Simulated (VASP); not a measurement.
A convergence study with VASP on ZnSe (zinc blende): one setting is varied, all else stays as given below, so the limit is that of these other settings.

```yaml
crystal:
  lattice:
    - [0.00000, 2.83500, 2.83500]
    - [2.83500, 0.00000, 2.83500]
    - [2.83500, 2.83500, 0.00000]
  atoms:
    - { symbol: Zn, position: [0.00000, 0.00000, 0.00000] }
    - { symbol: Se, position: [0.25000, 0.25000, 0.25000] }
```

Method: PBE GGA, VASP's PBE PAW potentials (set 64) (plane waves; VASP). The tightest run used: 550 eV cut-off, 17×17×17 Γ-centred mesh, Gaussian smearing of 0.050 eV, potentials Zn Se.

The reference is 17×17×17 mesh, which took about 3 core-minutes. The timings are rough (shared machines, no repeats); factors under 2 mean little.

Q: Of the settings 1×1×1 mesh; 2×2×2 mesh; 3×3×3 mesh; 4×4×4 mesh; 5×5×5 mesh; 6×6×6 mesh; 7×7×7 mesh; 8×8×8 mesh; 9×9×9 mesh; 10×10×10 mesh; 11×11×11 mesh; 12×12×12 mesh; 13×13×13 mesh; 14×14×14 mesh; 15×15×15 mesh; 16×16×16 mesh; 17×17×17 mesh, which is the lowest that keeps the difference from the reference in E (eV/atom) within 0.002 from there on, and what does it cost?

A: 7×7×7 mesh; its cost over the reference is about 1/5.
```csv
setting,difference in E (eV/atom),cost over the reference
1×1×1 mesh,6.7566,about 1/10
2×2×2 mesh,0.7357,about 1/10
3×3×3 mesh,0.1406,about 1/10
4×4×4 mesh,0.0338,about 1/8
5×5×5 mesh,0.0095,about 1/7
6×6×6 mesh,0.0030,about 1/6
7×7×7 mesh,0.0010,about 1/5
8×8×8 mesh,0.0004,about 1/3
9×9×9 mesh,0.0002,about 1/3
10×10×10 mesh,0.0001,about 1/2
11×11×11 mesh,0.0000,about 1/3
12×12×12 mesh,0.0000,within a factor of 2
13×13×13 mesh,0.0000,within a factor of 2
14×14×14 mesh,0.0000,within a factor of 2
15×15×15 mesh,0.0000,within a factor of 2
16×16×16 mesh,0.0000,within a factor of 2
17×17×17 mesh,0.0000,reference
```

Left out are rungs that failed or repeat a setting and relaxations that didn't move; long series are thinned to 24 rows.

The compound is ZnSe in the zinc blende structure. The cell was not relaxed at this level.
